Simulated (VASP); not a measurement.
Here is a VASP 6.6.1 calculation.

The input INCAR:

```
SYSTEM = SrAgC2O6
PREC     = Accurate       ! precision mode
ENCUT    = 520            ! plane-wave cutoff, eV
EDIFF    = 1E-6           ! SCF threshold, eV
ISMEAR   = 0              ! smearing method
SIGMA    = 0.0171         ! smearing width, eV
LREAL    = .FALSE.        ! projectors in reciprocal space
LASPH    = .TRUE.         ! aspherical terms in the spheres
NELM     = 100            ! most SCF steps
ALGO     = Fast           ! electronic algorithm
ISIF     = 2              ! what is computed and relaxed
LWAVE    = .FALSE.        ! write WAVECAR
LCHARG   = .FALSE.        ! write CHGCAR
GGA      = PE             ! functional
NELECT   = 63.0         
NBANDS   = 44             ! bands
```

The input KPOINTS:

```
Automatic mesh
0
G
  4 4 4
  0 0 0
```

POSCAR

```
SrAgC2O6
1.0
    2.4894460000      4.3118400000      0.0000000000
   -2.4894460000      4.3118400000      0.0000000000
    0.0000000000     -2.8745600000      5.5447140000
Sr Ag O C
1 1 6 2
Direct
    0.5000000000      0.5000000000      0.5000000000
    0.0000000000      0.0000000000      0.0000000000
    0.1114400000      0.1114800000      0.7729800000
    0.5500600000      0.1114400000      0.7729800000
    0.1114800000      0.5500600000      0.7729800000
    0.4499400000      0.8885200000      0.2270200000
    0.8885200000      0.8885600000      0.2270200000
    0.8885600000      0.4499400000      0.2270200000
    0.2608800000      0.2608800000      0.7826400000
    0.7391200000      0.7391200000      0.2173600000
```

Potentials or basis: VASP PAW PBE potentials, release 64 (Sr_sv, Ag, O, C).

Command:

```console
$ cat potpaw_PBE.64/Sr_sv/POTCAR potpaw_PBE.64/Ag/POTCAR potpaw_PBE.64/O/POTCAR potpaw_PBE.64/C/POTCAR > POTCAR
$ mpirun -np 1 vasp_std > vasp.out
```

(1) Predict the largest force.

(2) What does it give for the band gap on the k mesh?

Results:

(1) 2.169 eV/Å.

(2) none (metal or under the smearing width).

Caveat: the k mesh is coarse (spacing up to 0.38 Å⁻¹), so the values aren't converged; the cell carries a net charge on a neutralising background, which shifts energy and pressure; the cell is charged against a uniform background, so pressure and absolute levels hang on convention; an odd number of electrons without spin polarisation forces a metal; a magnetic or distorted state may lie lower.
